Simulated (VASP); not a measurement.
These are vdW-DF2, VASP's PBE PAW potentials (set 64) (plane waves; VASP 6.6.1) values and carry that method's errors.

The input files of a VASP run:

### POSCAR
```
CsPbCl3
1
    5.8464373506     0.0000000000     0.0000000000
    0.0000000000     5.8464373506     0.0000000000
    0.0000000000     0.0000000000     5.8464373506
Cs Pb Cl
1 1 3
Direct
  0.0000000000   0.0000000000   0.0000000000
  0.5000000000   0.5000000000   0.5000000000
  0.5000000000   0.0000000000   0.5000000000
  0.0000000000   0.5000000000   0.5000000000
  0.5000000000   0.5000000000   0.0000000000
```

File KPOINTS:
```
K-points
0
gamma
 4 4 4
0 0 0
```

**INCAR**
```
LMAXMIX=4   # l cut-off of mixed one-centre charges
ISIF=2   # forces and stress, cell fixed
SYSTEM=CsPbCl3
ZAB_VDW=-1.8867
AGGAC=0.0
GGA=ML
LCHARG=F
SIGMA=0.05   # width (eV)
PREC=Accurate
ISMEAR=0   # Gaussian
LREAL=F
NELM=100   # most electronic steps
ENCUT=520
LASPH=T   # aspherical one-centre terms
ALGO=Normal   # blocked Davidson
LUSE_VDW=T
EDIFF=1E-7   # SCF stop (eV)
LWAVE=F
```

POTCAR, in this order: Cs_sv Pb_d Cl (PBE.64 set). Program: vasp_std.

The run wrote:

File OUTCAR:
```
 ion  position               nearest neighbor table
   1  0.000  0.000  0.000-
   2  0.500  0.500  0.500-   3 2.92   4 2.92   5 2.92   5 2.92   3 2.92   4 2.92
   3  0.500  0.000  0.500-   2 2.92   2 2.92
   4  0.000  0.500  0.500-   2 2.92   2 2.92
   5  0.500  0.500  0.000-   2 2.92   2 2.92
  LATTYP: Found a simple cubic cell.
 ALAT       =     5.8464373506
 Subroutine PRICEL returns:
 Original cell was already a primitive cell.
 Subroutine GETGRP returns: Found 48 space group operations
The static configuration has the point symmetry O_h .
The dynamic configuration has the point symmetry O_h .
 Subroutine INISYM returns: Found 48 space group operations
 Subroutine IBZKPT returns following result:
 Found     10 irreducible k-points:

 Following reciprocal coordinates:
            Coordinates               Weight
  0.000000  0.000000  0.000000      1.000000
  0.250000  0.000000  0.000000      6.000000
  0.500000  0.000000  0.000000      3.000000
  0.250000  0.250000  0.000000     12.000000
  0.500000  0.250000  0.000000     12.000000
  0.500000  0.500000  0.000000      3.000000
  0.250000  0.250000  0.250000      8.000000
  0.500000  0.250000  0.250000     12.000000
  0.500000  0.500000  0.250000      6.000000
  0.500000  0.500000  0.500000      1.000000
   k-points           NKPTS =     10   k-points in BZ     NKDIM =     10   number of bands    NBANDS=     26
   number of dos      NEDOS =    301   number of ions     NIONS =      5
   total plane-waves  NPLWV = 110592
   dimension x,y,z NGX =    48 NGY =   48 NGZ =   48
   dimension x,y,z NGXF=    96 NGYF=   96 NGZF=   96
   ions per type =               1   1   3
   PREC   = accura    normal or accurate (medium, high low for compatibility)
   ISTART =      0    job   : 0-new  1-cont  2-samecut
   ICHARG =      2    charge: 1-file 2-atom 10-const
   ISPIN  =      1    spin polarized calculation?
   LNONCOLLINEAR =      F non collinear calculations
...
```

OSZICAR:
```
       N       E                     dE             d eps       ncg     rms          rms(c)
DAV:   1     0.422946018755E+03    0.42295E+03   -0.18934E+04   520   0.150E+03
DAV:   2     0.432918031409E+02   -0.37965E+03   -0.36903E+03   634   0.337E+02
DAV:   3    -0.652544968187E+01   -0.49817E+02   -0.49550E+02   618   0.133E+02
DAV:   4    -0.871358418076E+01   -0.21881E+01   -0.21831E+01   700   0.364E+01
DAV:   5    -0.875619468349E+01   -0.42611E-01   -0.42575E-01   644   0.401E+00    0.483E+00
DAV:   6    -0.732092844632E+01    0.14353E+01   -0.31227E+00   746   0.165E+01    0.285E+00
DAV:   7    -0.721048588971E+01    0.11044E+00   -0.84066E-01   740   0.548E+00    0.190E+00
DAV:   8    -0.719605737143E+01    0.14429E-01   -0.11251E-01   618   0.255E+00    0.312E-01
DAV:   9    -0.719294106712E+01    0.31163E-02   -0.18902E-02   798   0.949E-01    0.146E-01
DAV:  10    -0.719339151481E+01   -0.45045E-03   -0.17893E-03   596   0.274E-01    0.760E-02
DAV:  11    -0.719347149502E+01   -0.79980E-04   -0.34906E-04   684   0.165E-01    0.204E-02
DAV:  12    -0.719347849262E+01   -0.69976E-05   -0.25638E-05   766   0.436E-02    0.116E-02
DAV:  13    -0.719347950676E+01   -0.10141E-05   -0.33167E-06   686   0.193E-02    0.462E-03
DAV:  14    -0.719347935952E+01    0.14724E-06   -0.10631E-06   720   0.774E-03    0.112E-03
DAV:  15    -0.719347932473E+01    0.34794E-07   -0.11382E-07   500   0.294E-03
   1 F= -.71934793E+01 E0= -.71934793E+01  d E =-.171967E-17
```

File OUTCAR:
```
------------------------ aborting loop because EDIFF is reached ----------------------------------------
  FORCE on cell =-STRESS in cart. coord.  units (eV):
  Direction    XX          YY          ZZ          XY          YZ          ZX
  --------------------------------------------------------------------------------------
  Total       -0.7668273     -0.7668273     -0.7668273      0.0000000      0.0000000      0.0000000
  in kB       -6.1480057     -6.1480057     -6.1480057      0.0000000      0.0000000      0.0000000
  external PRESSURE =      -6.1480057 kB  Pullay stress =       0.0000000 kB
  volume of cell :      199.84
      direct lattice vectors                 reciprocal lattice vectors
     5.846437351  0.000000000  0.000000000     0.171044337  0.000000000  0.000000000
     0.000000000  5.846437351  0.000000000     0.000000000  0.171044337  0.000000000
     0.000000000  0.000000000  5.846437351     0.000000000  0.000000000  0.171044337
 POSITION                                       TOTAL-FORCE (eV/Angst)
 -----------------------------------------------------------------------------------
      0.00000      0.00000      0.00000         0.000000      0.000000      0.000000
      2.92322      2.92322      2.92322         0.000000      0.000000      0.000000
      2.92322      0.00000      2.92322         0.000000      0.000000      0.000000
      0.00000      2.92322      2.92322         0.000000      0.000000      0.000000
      2.92322      2.92322      0.00000         0.000000      0.000000      0.000000
 -----------------------------------------------------------------------------------
    total drift:                                0.000000     -0.000000     -0.000000
  FREE ENERGIE OF THE ION-ELECTRON SYSTEM (eV)
  ---------------------------------------------------
  free  energy   TOTEN  =        -7.1934793247 eV

  energy  without entropy=       -7.1934793247  energy(sigma->0) =       -7.19347932
```
(Selected blocks of OUTCAR.)

### OUTCAR
```
 val. band max:        0.0386814019   @ k =   0.5000   0.5000   0.5000

 cond. band min:       2.4894441754   @ k =   0.5000   0.5000   0.5000


 Fermi energy:         0.3266806221

 k-point     1 :       0.0000    0.0000    0.0000
  band No.  band energies     occupation
      1     -20.5806      2.00000
      2     -16.1554      2.00000
      3     -16.1554      2.00000
      4     -16.0399      2.00000
      5     -16.0399      2.00000
      6     -16.0399      2.00000
      7     -13.9708      2.00000
      8     -13.4310      2.00000
      9     -13.4310      2.00000
     10      -7.3522      2.00000
     11      -7.3522      2.00000
     12      -7.3522      2.00000
     13      -6.3029      2.00000
     14      -3.3636      2.00000
     15      -3.3636      2.00000
     16      -3.3636      2.00000
     17      -1.6316      2.00000
     18      -1.6316      2.00000
     19      -1.6316      2.00000
     20      -1.5646      2.00000
     21      -1.5646      2.00000
     22      -1.5646      2.00000
     23       3.5880      0.00000
     24       4.8249      0.00000
     25       4.8249      0.00000
     26       5.8878      0.00000

 k-point     2 :       0.2500    0.0000    0.0000
  band No.  band energies     occupation
      1     -20.5800      2.00000
      2     -16.1553      2.00000
      3     -16.1307      2.00000
      4     -16.0402      2.00000
      5     -16.0402      2.00000
      6     -16.0399      2.00000
      7     -13.9176      2.00000
      8     -13.5249      2.00000
      9     -13.4303      2.00000
     10      -7.3525      2.00000
     11      -7.3464      2.00000
     12      -7.3464      2.00000
     13      -6.6517      2.00000
     14      -3.3282      2.00000
     15      -3.3282      2.00000
     16      -2.5991      2.00000
     17      -1.6794      2.00000
     18      -1.6750      2.00000
     19      -1.6750      2.00000
     20      -1.6041      2.00000
     21      -1.6041      2.00000
     22      -1.5526      2.00000
...
```

Unless said otherwise, spin-orbit coupling is left out, though it shifts the bands of the heavy elements here.

The compound is CsPbCl3 in the cubic perovskite structure, the ideal cubic form; the compound distorts at low or room temperature. This cell is one point of a volume scan, at 1.03 of the reference volume.
